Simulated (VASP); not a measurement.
HPtBr3, 5 atoms in the cell. The structure is cubic, space group Pm-3m (No. 221). Conventional cell: a = 4.899 Å, b = 4.899 Å, c = 4.899 Å, α = 90.00°, β = 90.00°, γ = 90.00°. H (site symmetry m-3m) is surrounded by 12 Br at 3.46 Å. Pt (site symmetry m-3m) has 6 Br at 2.45 Å as nearest neighbours. Br (site symmetry 4/mmm) has 2 Pt at 2.45 Å as nearest neighbours. The cell was built by a generator and needn't be a form met in nature. The cell isn't the ideal one: species swapped into the ZnNi3C type (Pm-3m, No. 221).

```yaml
Program: VASP 6.6.1
Task: relaxation of cell and atoms
Functional: PBE
Potentials_or_basis: VASP PAW PBE potentials, release 64 (H, Pt, Br)
Cutoff: 600 eV
k_mesh: 4 × 4 × 4
Occupations: gaussian, width 0.1 eV
Spin: no spin polarisation
Dipole_correction: no
Further_INCAR_settings: ALGO = Normal; EDIFF = 1e-07; IBRION = 2; EDIFFG = -0.04; NSW = 90; ISIF = 3
```

Potentials or basis: VASP PAW PBE potentials, release 64 (H, Pt, Br).

Launch:

```sh
$ cat potpaw_PBE.64/H/POTCAR potpaw_PBE.64/Pt/POTCAR potpaw_PBE.64/Br/POTCAR > POTCAR
$ mpirun -np 1 vasp_std > vasp.out
```

Hardware: 1 thread of Intel(R) Xeon(R) Platinum 8488C (Sapphire Rapids), with other jobs on the host.

Problem. How long does it take, and how much memory?

Solution. Run time: 68 s on 1 thread of Intel(R) Xeon(R) Platinum 8488C (Sapphire Rapids), on a shared host, peak memory 0.25 GiB. Counts: scf iterations 41, k points 10, ion steps 3.
